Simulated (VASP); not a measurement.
OSZICAR of a VASP run on CsPbBr₃ (cubic perovskite):

### OSZICAR
```
       N       E                     dE             d eps       ncg     rms          rms(c)
DAV:   1     0.421321505339E+03    0.42132E+03   -0.19563E+04  1040   0.156E+03
DAV:   2     0.367435610735E+02   -0.38458E+03   -0.37342E+03  1184   0.360E+02
DAV:   3    -0.151179414614E+02   -0.51862E+02   -0.50632E+02  1320   0.135E+02
DAV:   4    -0.171312068072E+02   -0.20133E+01   -0.20090E+01  1256   0.304E+01
DAV:   5    -0.171978175789E+02   -0.66611E-01   -0.66540E-01  1414   0.540E+00    0.845E+00
DAV:   6    -0.169274629218E+02    0.27035E+00   -0.52125E-01  1484   0.751E+00    0.520E+00
DAV:   7    -0.168965931766E+02    0.30870E-01   -0.40563E-01  1540   0.450E+00    0.787E-01
DAV:   8    -0.168909254828E+02    0.56677E-02   -0.73392E-02  1574   0.264E+00    0.225E-01
DAV:   9    -0.168906654782E+02    0.26000E-03   -0.51171E-03  1540   0.741E-01    0.999E-02
DAV:  10    -0.168906368939E+02    0.28584E-04   -0.37813E-04  1586   0.158E-01    0.240E-02
DAV:  11    -0.168906428686E+02   -0.59747E-05   -0.11220E-04  1608   0.888E-02    0.235E-02
DAV:  12    -0.168906400328E+02    0.28358E-05   -0.12631E-05  1494   0.225E-02    0.708E-03
DAV:  13    -0.168906393454E+02    0.68739E-06   -0.27241E-06  1018   0.190E-02
   1 F= -.72938005E+01 E0= -.72936929E+01  d E =-.729380E+01
       N       E                     dE             d eps       ncg     rms          rms(c)
DAV:   1    -0.168295867404E+02    0.61053E-01   -0.76575E-01  1390   0.111E+01    0.921E-01
DAV:   2    -0.168065481239E+02    0.23039E-01   -0.48751E-02  1398   0.313E+00    0.324E-01
DAV:   3    -0.168020061112E+02    0.45420E-02   -0.17649E-02  1424   0.168E+00    0.106E-01
DAV:   4    -0.168019755387E+02    0.30572E-04   -0.50622E-04  1424   0.155E-01    0.915E-02
DAV:   5    -0.168019465053E+02    0.29033E-04   -0.71319E-05  1234   0.915E-02    0.121E-02
DAV:   6    -0.168019464612E+02    0.44035E-07   -0.91837E-06  1204   0.238E-02
   2 F= -.72940439E+01 E0= -.72939321E+01  d E =-.243355E-03
       N       E                     dE             d eps       ncg     rms          rms(c)
DAV:   1    -0.168487432142E+02   -0.46797E-01   -0.16016E-01  1382   0.515E+00    0.416E-01
DAV:   2    -0.168439900826E+02    0.47531E-02   -0.10125E-02  1398   0.138E+00    0.148E-01
DAV:   3    -0.168430412338E+02    0.94885E-03   -0.36971E-03  1414   0.760E-01    0.496E-02
DAV:   4    -0.168430350991E+02    0.61346E-05   -0.10227E-04  1422   0.704E-02    0.434E-02
DAV:   5    -0.168430286457E+02    0.64534E-05   -0.14940E-05  1196   0.435E-02    0.576E-03
DAV:   6    -0.168430286096E+02    0.36103E-07   -0.21126E-06   944   0.121E-02
   3 F= -.72946224E+01 E0= -.72945117E+01  d E =-.821944E-03
```

**Question.** Which electronic solver shows in the log?

**Answer.** It is blocked Davidson (ALGO = Normal, or the opening steps of other solvers). The INCAR had ALGO = Normal.

**Question.** Can the final energy be trusted as converged?

**Answer.** The run converged. It stopped with EDIFF = 1E-6, NELM = 100, NSW = 40 and EDIFFG = -0.02 after 3 ionic steps (LDA (Ceperley-Alder, Perdew-Zunger), plane waves, VASP's LDA PAW potentials (set 64)).

The compound is CsPbBr3 in the cubic perovskite structure, the ideal cubic form; the compound distorts at low or room temperature. This run relaxes it under an external pressure of 10 GPa. Symmetry was kept, so distortions that lower it aren't found.
